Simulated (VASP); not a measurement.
VASP input:

INCAR:
```
! general
SYSTEM  = MnF2
PREC    = Accurate
ENCUT   = 520   ! plane-wave cut-off (eV)
LREAL   = .FALSE.   ! projection in real space or not
LASPH   = .TRUE.   ! aspherical one-centre terms

! electronic loop
EDIFF   = 1E-7   ! SCF stop (eV)
NELM    = 100   ! most electronic steps
ALGO    = Normal   ! blocked Davidson
LMAXMIX = 4   ! l cut-off of mixed one-centre charges

! smearing
ISMEAR  = 0   ! Gaussian
SIGMA   = 0.05   ! width (eV)

! functional
GGA     = 91   ! PW91

! spin
ISPIN   = 2   ! spin-polarised
MAGMOM  = 4.5 -4.5 -0.0 2*0.0 -0.0

! ions
IBRION  = 2   ! conjugate gradients
NSW     = 30   ! most ionic steps
ISIF    = 4   ! ions and shape, fixed volume
EDIFFG  = -0.01   ! ionic stop

! output
LWAVE   = .FALSE.
LCHARG  = .FALSE.
LORBIT  = 10
```

**KPOINTS**
```
Automatic mesh
0
Gamma
5 5 7
0 0 0
```

**POSCAR**
```
MnF2
1.0
  4.9738352685   0.0000000000   0.0000000000
  0.0000000000   4.9738352685   0.0000000000
  0.0000000000   0.0000000000   3.3540495780
Mn F
2 4
Cartesian
  0.0000000000   0.0000000000   0.0000000000
  2.4869176343   2.4869176343   1.6770247890
  1.5098480898   1.5098480898   0.0000000000
  3.9967657240   0.9770695445   1.6770247890
  0.9770695445   3.9967657240   1.6770247890
  3.4639871787   3.4639871787   0.0000000000
```

POTCAR, in this order: Mn_pv F (PBE.64 set). Program: vasp_std.

Task: Translate this PW91 calculation to Quantum ESPRESSO's pw.x.

Result: One equivalent input (not run):
```
&CONTROL
  calculation = 'vc-relax'
  pseudo_dir = './pseudo'
  outdir = './out'
  tprnfor = .true.
  tstress = .true.
  nstep = 30
  forc_conv_thr = 0.00039
/
&SYSTEM
  ibrav = 0
  nat = 6
  ntyp = 3
  ecutwfc = 96
  occupations = 'smearing'
  smearing = 'gaussian'
  degauss = 0.003675
  input_dft = 'pw91'
  nspin = 2
  starting_magnetization(1) = 0.45
  starting_magnetization(2) = -0.45
/
&ELECTRONS
  conv_thr = 7.3e-09
  electron_maxstep = 100
/
&IONS
/
&CELL
  cell_dofree = 'shape'
/
ATOMIC_SPECIES
  Mn1 54.938 Mn.upf
  Mn2 54.938 Mn.upf
  F 18.998 F.upf
CELL_PARAMETERS angstrom
     4.9738353    0.0000000    0.0000000
     0.0000000    4.9738353    0.0000000
     0.0000000    0.0000000    3.3540496
ATOMIC_POSITIONS crystal
  Mn1  0.0000000  0.0000000  0.0000000
  Mn2  0.5000000  0.5000000  0.5000000
  F    0.3035581  0.3035581  0.0000000
  F    0.8035581  0.1964419  0.5000000
  F    0.1964419  0.8035581  0.5000000
  F    0.6964419  0.6964419  0.0000000
K_POINTS automatic
  5 5 7 0 0 0
```
Limits of the translation: the potentials are each code's own (VASP's PAW set, PseudoDojo norm-conserving files in pw.x), so ENCUT and ecutwfc are chosen apart and not converted; conv_thr bounds pw.x's estimated SCF error, while EDIFF bounds the energy change between steps; starting_magnetization is a fraction of the valence charge and MAGMOM a moment in μB, so they match only roughly; forc_conv_thr acts on force components and is met together with etot_conv_thr.

The compound is MnF2 in the rutile structure. This cell is one point of a volume scan, at 1.03 of the reference volume. Symmetry was kept, so distortions that lower it aren't found.
